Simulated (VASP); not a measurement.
## Ca: transverse stress against strain

Ca (fcc, Fm-3m, 40.627 Å³/atom and stress up to 0.02 GPa in the relaxed cell, cube axes along x, y and z) under a strain ε along a cube axis (axis z), the other axes held. PBEsol in VASP (plane waves, PAW), 480 eV, 14×14×14 Γ-centred mesh, Methfessel-Paxton smearing 0.10 eV. Against the start cell, which lies near the measured one, the relaxed cell differs by -6.5 % in volume; the values below rest on it. Stress is positive for a compressed cell.

Here s stands for strain and y for stress xx.

| strain (%) | stress xx (GPa) |
|---|---|
| -1.50 | 0.21 |
| -1.00 | 0.13 |
| -0.50 | 0.05 |
| 0.00 | -0.02 |
| 0.50 | -0.09 |
| 1.00 | -0.16 |
| 1.50 | -0.23 |
| 3.00 | ? |

Question: Using a straight line, estimate the missing y at s = 3.00 from the other rows, showing the fit.

Answer: Means: s 0, y -0.016. About the means, the sum of products is -1.0200 and the sum of squares of s is 7.0000; the slope is their ratio. Least squares gives y = -0.016 - 0.1457·s. Residuals (row less fit): 0.007, 0.000, -0.007, -0.004, -0.001, 0.002, 0.005; standard error 0.005 (degrees of freedom: 5). The slope gives the elastic constant C12 = about 15 GPa. At the withheld row, y = -0.016 - 0.1457 × 3.0 = -0.453 GPa. The calculation gives -0.42 GPa, 0.033 GPa above the prediction (5.2 % of the range of y in the table). The row lies outside the fitted rows, so this is an extrapolation. The scatter of the fitted rows lies at the last printed digit.

A polynomial of degree 2 through the 12 other runs of the series gives -0.42 there, so most of the miss is curvature that the fit leaves out. In a metal these values are sensitive to mesh and smearing; energies are taken to zero smearing, stresses follow the free energy. Rows are the converged runs of the series near zero and its far end, less any whose ions stayed unrelaxed beside relaxed ones; series whose fitted rows scatter by over a few per cent of the range, as at a crossing or softening among them, aren't shown in this form. Most that stay on the fit to the last digits aren't either.
